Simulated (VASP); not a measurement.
# HfIn2Se5 (P4/mmm) in VASP: relaxation of cell and atoms with PBE

Aim: the relaxation of cell and atoms of HfIn2Se5 with PBE.

Everything below comes from runs of VASP 6.6.1. Logs are shortened: lines on timing, memory, paths and dates and some standing lists are left out, and cuts for length are marked.

## Step 1: The crystal as given

It takes space group P4/mmm (No. 123, tetragonal). The conventional cell has a = 6.757 Å, b = 6.757 Å, c = 4.547 Å, α = 90.00°, β = 90.00°, γ = 90.00°. Hf (site symmetry 4/mmm) is surrounded by 6 Se at 1.99 to 2.27 Å. In (site symmetry mmm) is surrounded by 10 Se at 3.32 to 3.38 Å. Around Se (site symmetry m2m) lie 1 Hf at 1.99 Å. Se (site symmetry 4/mmm) is surrounded by 2 Hf at 2.27 Å.

The cell was built by a generator and needn't be a form met in nature.

## Step 2: Relaxation of cell and atoms, PBE

Input file INCAR:

```
PREC = Normal
ENCUT = 520
EDIFF = 1E-4
ISMEAR = 0
SIGMA = 0.15
LREAL = F
LASPH = T
NELM = 60
ALGO = Fast
ISIF = 3
LWAVE = F
LCHARG = F
GGA = PE
IBRION = 2
NSW = 24
EDIFFG = -0.08
```

Input file KPOINTS:

```
regular mesh
0
Gamma
  2 2 3
```

Input file POSCAR:

```
HfIn2Se5
1.0
    6.7572585400      0.0000000000      0.0000000000
    0.0000000000      6.7572585400      0.0000000000
    0.0000000000      0.0000000000      4.5470774600
Hf In Se
1 2 5
Direct
    0.0000000000      0.0000000000      0.0000000000
    0.0000000000      0.5000000000      0.5000000000
    0.5000000000      0.0000000000      0.5000000000
    0.7920047600      0.7920047600      0.0000000000
    0.2079952400      0.7920047600      0.0000000000
    0.7920047600      0.2079952400      0.0000000000
    0.0000000000      0.0000000000      0.5000000000
    0.2079952400      0.2079952400      0.0000000000
```

Potentials or basis: VASP PAW PBE potentials, release 64 (Hf_pv, In_d, Se).

The run is started by

```
cat potpaw_PBE.64/Hf_pv/POTCAR potpaw_PBE.64/In_d/POTCAR potpaw_PBE.64/Se/POTCAR > POTCAR
mpirun -np 1 vasp_std > vasp.out
```

OUTCAR:

```text
PREC = Normal
   ENCUT = 520
   EDIFF = 1E-4
   ISMEAR = 0
   LREAL = F
   LASPH = T
   NELM = 60
   ISIF = 3
   GGA = PE
   IBRION = 2
   NSW = 24
   EDIFFG = -0.08

 ion  position               nearest neighbor table
   1  0.000  0.000  0.000-   4 1.99   5 1.99   6 1.99   8 1.99   7 2.27   7 2.27
   2  0.000  0.500  0.500-   4 3.32   5 3.32   6 3.32   8 3.32   4 3.32   5 3.32   6 3.32   8 3.32
                             7 3.38   7 3.38
   3  0.500  0.000  0.500-   4 3.32   5 3.32   6 3.32   8 3.32   4 3.32   5 3.32   6 3.32   8 3.32
                             7 3.38   7 3.38
   4  0.792  0.792  0.000-   1 1.99   2 3.32   3 3.32   2 3.32   3 3.32
   5  0.208  0.792  0.000-   1 1.99   2 3.32   3 3.32   2 3.32   3 3.32
   6  0.792  0.208  0.000-   1 1.99   2 3.32   3 3.32   2 3.32   3 3.32
   7  0.000  0.000  0.500-   1 2.27   1 2.27   3 3.38   2 3.38   2 3.38   3 3.38
   8  0.208  0.208  0.000-   1 1.99   2 3.32   3 3.32   2 3.32   3 3.32

  LATTYP: Found a simple tetragonal cell.
 ALAT       =     6.7572585400
 C/A-ratio  =     0.6729174906

  Lattice vectors:

 A1 = (   6.7572585400,   0.0000000000,   0.0000000000)
 A2 = (   0.0000000000,   6.7572585400,   0.0000000000)
 A3 = (   0.0000000000,   0.0000000000,   4.5470774600)

Analysis of symmetry for initial positions (statically):
=====================================================================
 Subroutine PRICEL returns:
 Original cell was already a primitive cell.

 Routine SETGRP: Setting up the symmetry group for a
 simple tetragonal supercell.

 Subroutine GETGRP returns: Found 16 space group operations
 (whereof 16 operations were pure point group operations)
 out of a pool of 16 trial point group operations.

The static configuration has the point symmetry D_4h.

Analysis of symmetry for dynamics (positions and initial velocities):
=====================================================================
 Subroutine PRICEL returns:
 Original cell was already a primitive cell.

 Routine SETGRP: Setting up the symmetry group for a
 simple tetragonal supercell.

 Subroutine GETGRP returns: Found 16 space group operations
 (whereof 16 operations were pure point group operations)
 out of a pool of 16 trial point group operations.

The dynamic configuration has the point symmetry D_4h.

 Subroutine INISYM returns: Found 16 space group operations
 (whereof 16 operations are pure point group operations),
 and found     1 'primitive' translations

----------------------------------------------------------------------------------------

                                     Primitive cell

  volume of cell :     207.6220

  direct lattice vectors                    reciprocal lattice vectors
     6.757258540  0.000000000  0.000000000     0.147989010  0.000000000  0.000000000
     0.000000000  6.757258540  0.000000000     0.000000000  0.147989010  0.000000000
     0.000000000  0.000000000  4.547077460     0.000000000  0.000000000  0.219921479

  length of vectors
     6.757258540  6.757258540  4.547077460     0.147989010  0.147989010  0.219921479

  position of ions in fractional coordinates (direct lattice)
     0.000000000  0.000000000  0.000000000
     0.000000000  0.500000000  0.500000000
     0.500000000  0.000000000  0.500000000
     0.792004760  0.792004760  0.000000000
     0.207995240  0.792004760  0.000000000
     0.792004760  0.207995240  0.000000000
     0.000000000  0.000000000  0.500000000
     0.207995240  0.207995240  0.000000000

  ion indices of the primitive-cell ions
   primitive index   ion index
                 1           1
                 2           2
                 3           3
                 4           4
                 5           5
                 6           6
                 7           7
                 8           8

----------------------------------------------------------------------------------------

 KPOINTS: regular mesh

Automatic generation of k-mesh.
 Grid dimensions read from file:
 generate k-points for:    2    2    3

 Generating k-lattice:

  Cartesian coordinates                     Fractional coordinates (reciprocal lattice)
     0.073994505  0.000000000  0.000000000     0.500000000  0.000000000  0.000000000
     0.000000000  0.073994505  0.000000000     0.000000000  0.500000000  0.000000000
     0.000000000  0.000000000  0.073307160     0.000000000  0.000000000  0.333333333

  Length of vectors
     0.073994505  0.073994505  0.073307160

  Shift w.r.t. Gamma in fractional coordinates (k-lattice)
     0.000000000  0.000000000  0.000000000

 Subroutine IBZKPT returns following result:
 ===========================================

 Found      6 irreducible k-points:

 Following reciprocal coordinates:
            Coordinates               Weight
  0.000000  0.000000  0.000000      1.000000
  0.500000  0.000000  0.000000      2.000000
  0.500000  0.500000  0.000000      1.000000
  0.000000  0.000000  0.333333      2.000000
  0.500000  0.000000  0.333333      4.000000
  0.500000  0.500000  0.333333      2.000000
   k-points           NKPTS =      6   k-points in BZ     NKDIM =      6   number of bands    NBANDS=     39
   number of dos      NEDOS =    301   number of ions     NIONS =      8
   total plane-waves  NPLWV =  44800
   dimension x,y,z NGX =    40 NGY =   40 NGZ =   28
   dimension x,y,z NGXF=    80 NGYF=   80 NGZF=   56
   ions per type =               1   2   5
   NGX,Y,Z   is equivalent  to a cutoff of   9.84,  9.84, 10.24 a.u.
   NGXF,Y,Z  is equivalent  to a cutoff of  19.68, 19.68, 20.47 a.u.
 SYSTEM =  unknown system
   PREC   = normal    normal or accurate (medium, high low for compatibility)
   ISTART =      0    job   : 0-new  1-cont  2-samecut
   ICHARG =      2    charge: 1-file 2-atom 10-const
   ISPIN  =      1    spin polarized calculation?
   LNONCOLLINEAR =      F non collinear calculations
   LSORBIT =      F    spin-orbit coupling
   LASPH  =      T    aspherical Exc in radial PAW
   ENCUT  =  520.0 eV  38.22 Ry    6.18 a.u.  12.56 12.56  8.45*2*pi/ulx,y,z
   NELM   =     60;   NELMIN=  2; NELMDL= -5     # of ELM steps
   EDIFF  = 0.1E-03   stopping-criterion for ELM
   LREAL  =      F    real-space projection
   EDIFFG = -.8E-01   stopping-criterion for IOM
   NSW    =     24    number of steps for IOM
   IBRION =      2    ionic relax: 0-MD 1-quasi-New 2-CG
   NFREE  =      1    steps in history (QN), initial steepest desc. (CG)
   ISIF   =      3    stress and relaxation
   ISYM   =      2    0-nonsym 1-usesym 2-fastsym
   POTIM  = 0.5000    time-step for ionic-motion
   TEBEG  =    0.0;   TEEND  =   0.0 temperature during run
   PSTRESS=    0.0 pullay stress
   NELECT =      66.0000    total number of electrons
   NUPDOWN=      -1.0000    fix difference up-down
   EMIN   =  10.00;   EMAX   =-10.00  energy-range for DOS
   EFERMI =   0.00;   METHOD = LEGACY
   ISMEAR =     0;   SIGMA  =   0.15  broadening in eV -4-tet -1-fermi 0-gaus
   EFERMI_NEDOS =   21; number of points for ismear=-14 and -15
   IALGO  =     68    algorithm
   IMIX   =      4    mixing-type and parameters
     AMIX     =   0.40;   BMIX     =  1.00
     AMIX_MAG =   1.60;   BMIX_MAG =  1.00
  volume/ion in A,a.u.               =      25.95       175.14
  Fermi-wavevector in a.u.,A,eV,Ry     =   1.117288  2.111368 16.984584  1.248332
  Thomas-Fermi vector in A             =   2.253909
   LORBIT       =      0    0 simple, 1 ext, 2 COOP (PROOUT), +10 PAW based schemes
   GGA     = PE    functional components
   LHFCALC =     F    Hartree Fock is set to
   AEXX    =    0.0000 exact exchange contribution
   IVDW    =     0    specifies the selected vdW correction
   LEPSILON=     F    determine dielectric tensor
   LRPA    =     F    only Hartree local field effects (RPA)
 conjugate gradient relaxation of ions
 non-spin polarized calculation
 RMM-DIIS sequential band-by-band and
 Gauss-broadening in eV      SIGMA  =   0.15
  energy-cutoff  :      520.00
  volume of cell :      207.62
 maximum number of plane-waves:      5620
   NGX = 25   NGY = 25   NGZ = 17

--------------------------------------- Ionic step        1  -------------------------------------------

 number of electron      65.9999956 magnetization

 Free energy of the ion-electron system (eV)
  ---------------------------------------------------
  ext. energy  EPLUGINS =         0.00000000
  ---------------------------------------------------
  free energy    TOTEN  =       -16.23465178 eV

  energy without entropy =      -16.16399032  energy(sigma->0) =      -16.19932105

------------------------ aborting loop because EDIFF is reached ----------------------------------------

  FORCE on cell =-STRESS in cart. coord.  units (eV):
  Direction    XX          YY          ZZ          XY          YZ          ZX
  --------------------------------------------------------------------------------------
  -------------------------------------------------------------------------------------
  Total       73.1523097     73.1523097     33.8577147      0.0000000      0.0000000      0.0000000
  in kB      564.5016315    564.5016315    261.2731606      0.0000000      0.0000000      0.0000000
  external PRESSURE =     463.4254745 kB  Pullay stress =       0.0000000 kB
[... 29 lines left out ...]
--------------------------------------- Ionic step        2  -------------------------------------------

 number of electron      65.9999618 magnetization

------------------------ aborting loop EDIFF was not reached (unconverged)  ----------------------------

  FORCE on cell =-STRESS in cart. coord.  units (eV):
  Direction    XX          YY          ZZ          XY          YZ          ZX
  --------------------------------------------------------------------------------------
  -------------------------------------------------------------------------------------
  Total       -6.0494628     -6.0494628     -9.6512796      0.0000000      0.0000000     -0.0000000
  in kB      -18.6662486    -18.6662486    -29.7800303      0.0000000      0.0000000     -0.0000000
  external PRESSURE =     -22.3708425 kB  Pullay stress =       0.0000000 kB
[... 29 lines left out ...]
--------------------------------------- Ionic step        3  -------------------------------------------

 number of electron      66.0000263 magnetization

------------------------ aborting loop EDIFF was not reached (unconverged)  ----------------------------

  FORCE on cell =-STRESS in cart. coord.  units (eV):
  Direction    XX          YY          ZZ          XY          YZ          ZX
  --------------------------------------------------------------------------------------
  -------------------------------------------------------------------------------------
  Total      -15.5975531    -15.5975531      1.7314844      0.0000000     -0.0000000      0.0000000
  in kB      -51.8912732    -51.8912732      5.7604504      0.0000000     -0.0000000      0.0000000
  external PRESSURE =     -32.6740320 kB  Pullay stress =       0.0000000 kB
[... 23 lines left out ...]
  FREE ENERGIE OF THE ION-ELECTRON SYSTEM (eV)
  ---------------------------------------------------
  free  energy   TOTEN  =        -2.0970527543 eV

  energy  without entropy=       -1.9681980965  energy(sigma->0) =       -2.03262543

 E-fermi :  -0.8205     XC(G=0):  -6.5050

 val. band max:       -0.8380724802   @ k =   0.0000   0.0000   0.0000
 cond. band min:      -0.7693655863   @ k =   0.5000   0.0000   0.0000
 fundamental gap:      0.0687068939
 Fermi energy:        -0.8205414148

 k-point     1 :       0.0000    0.0000    0.0000
  band No.  band energies     occupation
      1     -34.0887      2.00000
      2     -33.8691      2.00000
      3     -33.8691      2.00000
      4     -15.4575      2.00000
      5     -15.1889      2.00000
      6     -15.1879      2.00000
[... 241 lines left out ...]
     38       1.6976      0.00000
     39       2.5754      0.00000

[... ionic steps 4 to 18 ...]

--------------------------------------- Ionic step       19  -------------------------------------------

 number of electron      66.0000091 magnetization

------------------------ aborting loop because EDIFF is reached ----------------------------------------
[... 79 lines left out ...]
--------------------------------------- Ionic step       21  -------------------------------------------

 number of electron      66.0000087 magnetization

 Free energy of the ion-electron system (eV)
  ---------------------------------------------------
  ext. energy  EPLUGINS =         0.00000000
  ---------------------------------------------------
  free energy    TOTEN  =       -35.39066669 eV

  energy without entropy =      -35.29812494  energy(sigma->0) =      -35.34439582

 E-fermi :   3.2074     XC(G=0):  -9.0432

 val. band max:        3.2065359227   @ k =   0.5000   0.0000   0.0000
 cond. band min:       3.2441439468   @ k =   0.5000   0.0000   0.3333
 fundamental gap:      0.0376080241
 Fermi energy:         3.2074223215

 k-point     1 :       0.0000    0.0000    0.0000
  band No.  band energies     occupation
      1     -27.8097      2.00000
      2     -27.7504      2.00000
      3     -27.7504      2.00000
      4     -10.6755      2.00000
      5     -10.6627      2.00000
      6     -10.6256      2.00000
[... 276 lines left out ...]
  FREE ENERGIE OF THE ION-ELECTRON SYSTEM (eV)
  ---------------------------------------------------
  free  energy   TOTEN  =       -35.3906666884 eV

  energy  without entropy=      -35.2981249433  energy(sigma->0) =      -35.34439582

 reached required accuracy - stopping structural energy minimisation
```

Run time: 16 min. Hardware: 1 thread of Intel Xeon Platinum 8375C at 2.90GHz (Ice Lake), shared host; peak memory 0.25 GiB.

What came out:

```
Free energy                            : -35.3907 eV
Relaxed volume                         : 28.58 Å³/atom
Relaxed cell                           : a = 6.586 Å, b = 6.586 Å, c = 5.271 Å, α = 90.00°, β = 90.00°, γ = 90.00°
Space group after relaxing (to 0.05 Å) : P4/mmm (No. 123)
Energy gained by relaxing              : 2394.5 meV/atom
Ionic steps                            : 21
Pressure after relaxing                : 0.4 GPa
Largest force after relaxing           : 0.028 eV/Å
Band gap on the k mesh                 : none (metal or under the smearing width)
```

Forces on the atoms (eV/Å):
```
Hf   0.000  0.000  0.000
In   0.000  0.000  0.000
In   0.000  0.000  0.000
Se   0.020  0.020  0.000
Se  -0.020  0.020  0.000
Se   0.020 -0.020  0.000
Se   0.000  0.000  0.000
Se  -0.020 -0.020  0.000
```

The path:
| step | energy change (eV) | largest force (eV/Å) | pressure (GPa) | volume (Å³) |
| --- | --- | --- | --- | --- |
| 1 | 0.0000 | 18.8663 | 46.34 | 207.62 |
| 2 | 45.6309 | 2.0351 | -2.24 | 519.24 |
| 3 | 14.1376 | 1.3129 | -3.27 | 481.58 |
| 4 | -5.2191 | 1.3147 | -4.53 | 442.46 |
| 5 | -15.8011 | 1.0609 | -4.39 | 310.97 |
| 6 | -17.4570 | 1.0335 | 2.62 | 255.98 |
| 7 | -17.6109 | 0.0278 | -0.77 | 272.20 |
| 8 | -17.6504 | 0.3021 | 0.20 | 266.29 |
| 9 | -17.6496 | 0.3816 | 0.53 | 265.02 |
| 10 | -18.0677 | 0.6429 | -0.58 | 269.05 |
| 11 | -18.1811 | 0.7951 | -1.07 | 271.38 |
| 12 | -18.2157 | 1.0300 | -1.69 | 275.07 |
| 13 | -18.2223 | 0.9428 | -1.54 | 273.71 |
| 14 | -18.5401 | 0.9633 | -1.36 | 261.99 |
| 15 | -19.0143 | 0.4781 | 1.83 | 227.83 |
| 16 | -19.0247 | 0.7522 | 0.59 | 236.03 |
| 17 | -19.0370 | 0.6445 | 0.98 | 232.34 |
| 18 | -19.1051 | 0.3375 | -1.14 | 236.77 |
| 19 | -19.1277 | 0.0468 | -0.45 | 235.21 |
| 20 | -19.1568 | 0.0327 | -0.09 | 231.25 |
| 21 | -19.1560 | 0.0279 | 0.43 | 228.63 |

Final structure:
```xyz
8
Lattice="6.5861 0.0000 0.0000 0.0000 6.5861 0.0000 0.0000 0.0000 5.2708" Properties=species:S:1:pos:R:3 pbc="T T T"
Hf    0.0000    0.0000    0.0000
In    0.0000    3.2931    2.6354
In    3.2931    0.0000    2.6354
Se    4.7333    4.7333    0.0000
Se    1.8529    4.7333    0.0000
Se    4.7333    1.8529    0.0000
Se    0.0000    0.0000    2.6354
Se    1.8529    1.8529    0.0000
```

Levels at points of the mesh, in eV from the Fermi level:
```csv
k point,band 28,band 29,band 30,band 31,band 32,band 33,band 34,band 35,band 36,band 37
"(0.00, 0.00, 0.00)",-1.97,-1.59,-1.51,-1.07,-0.51,0.51,0.51,1.55,1.90,1.95
"(0.50, 0.00, 0.00)",-1.55,-1.52,-1.34,-1.02,-0.16,-0.05,0.00,1.18,1.55,2.51
"(0.50, 0.50, 0.00)",-2.22,-1.93,-1.89,-0.75,-0.75,-0.16,0.08,0.08,1.19,2.04
```

Caveat: the k mesh is coarse (spacing up to 0.46 Å⁻¹), so the values aren't converged; the relaxation stopped at a loose force limit of 0.08 eV/Å, so its end isn't a converged minimum. Spin-orbit coupling is left out, which matters for the levels of Hf.
